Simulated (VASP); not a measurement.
Given:

```yaml
crystal:
  lattice:
    - [0.00000, 3.35064, 3.35064]
    - [3.35064, 0.00000, 3.35064]
    - [3.35064, 3.35064, 0.00000]
  atoms:
    - { symbol: K, position: [0.00000, 0.00000, 0.00000] }
    - { symbol: Br, position: [0.50000, 0.50000, 0.50000] }
```

The numbers are results of PBE GGA, VASP's PBE PAW potentials (set 64) (plane waves; VASP), not measurements. Numerical set-up: 400 eV cut-off, 9×9×9 Γ-centred mesh, Gaussian smearing of 0.010 eV, potentials K_sv Br.

Problem. Predict the energy per atom (σ→0), band gap (on the k-mesh) with the smallest direct gap where there is one.

Solution. 
```yaml
band gap (on the k-mesh): 4.31 eV
smallest direct gap (on the k-mesh): 4.31 eV
energy per atom (σ→0): -3.112 eV/atom
```

Total energies compare only between runs with the same potentials, cut-off and functional.

The compound is KBr in the rock salt structure. It was relaxed first.
